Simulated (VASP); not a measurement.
```xyz
2
Lattice="0.0000 3.3273 3.3273 3.3273 0.0000 3.3273 3.3273 3.3273 0.0000" Properties=species:S:1:pos:R:3 pbc="T T T"
Hg     0.0000     0.0000     0.0000
Te     1.6637     1.6637     1.6637
```

These are HSE06 screened hybrid, VASP's PBE PAW potentials (set 64) (plane waves; VASP) values and carry that method's errors. Settings: 520 eV cut-off, 6×6×6 Γ-centred mesh, Gaussian smearing of 0.050 eV, potentials Hg Te.

**Question.** Give the stress tensor in GPa (positive for a compressed cell).

**Answer.** 
```
-1.54   0.00   0.00
 0.00  -1.54   0.00
 0.00   0.00  -1.54
```
The pressure is its mean diagonal, -1.54 GPa.

The compound is HgTe in the zinc blende structure. It was relaxed first, which changed the volume by +9 %. The cell's shape comes from a PBE relaxation.
